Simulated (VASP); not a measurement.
A VASP calculation is set up with these files.

**POSCAR**
```
Sc
1
    1.6819790000    -2.8532640000     0.0000000000
    1.6819790000     2.8532640000     0.0000000000
    0.0000000000     0.0000000000     5.1284800000
Sc
2
Direct
  0.3333330000   0.6666670000   0.2500000000
  0.6900580000   0.3567240000   0.7500000000
```

File KPOINTS:
```
Automatic mesh
0
gamma
11 11 7
```

**INCAR**
```
! general
SYSTEM =Sc
PREC   =Accurate
ENCUT  =400
LREAL  =.FALSE.   ! projection in real space or not
LASPH  =.TRUE.   ! aspherical one-centre terms
ISYM   =-1

! electronic loop
EDIFF  =1E-6   ! SCF stop (eV)
NELM   =100   ! most electronic steps
ALGO   =Normal   ! blocked Davidson
LMAXMIX=4   ! l cut-off of mixed one-centre charges

! smearing
ISMEAR =1
SIGMA  =0.1

! functional
GGA    =PE

! ions
ISIF   =2   ! forces and stress, cell fixed

! output
LWAVE  =.FALSE.
LCHARG =.FALSE.
```

POTCAR, in this order: Sc_sv (PBE.64 set). Program: vasp_std.

### Question
Translate this PBE calculation to Ansatz.

### Answer
One equivalent input (not run):
Ansatz 0.2 input:
```yaml
crystal:
  lattice:
    - [1.6819790, -2.8532640, 0.0000000]
    - [1.6819790, 2.8532640, 0.0000000]
    - [0.0000000, 0.0000000, 5.1284800]
  symmetry: { detect: false }
  atoms:
    - { symbol: Sc, position: [0.3333330, 0.6666670, 0.2500000] }
    - { symbol: Sc, position: [0.6900580, 0.3567240, 0.7500000] }
kpoints:
  mp_grid: { grid: [11, 11, 7] }
hamiltonian:
  xc: pbe
  pseudopotentials: { kind: paw }
scf:
  occupations: { method: methfessel_paxton, width: 0.1 }
  max_iter: 100
output: { forces: true, stress: true, eigenvalues: true }
```
Limits of the translation: each code has its own PAW files, so the cut-off isn't converted (ENCUT is set for VASP's; basis.ecutwfc is left out, and Ansatz then takes the one that its files recommend); Ansatz stops its SCF on the density residual and VASP on the energy change (EDIFF).

The compound is Sc in the hcp structure. The cell was not relaxed at this level, atoms are displaced from their ideal sites. The run is one of a series of settings (ISYM = -1 against the base run), some of them coarse on purpose.
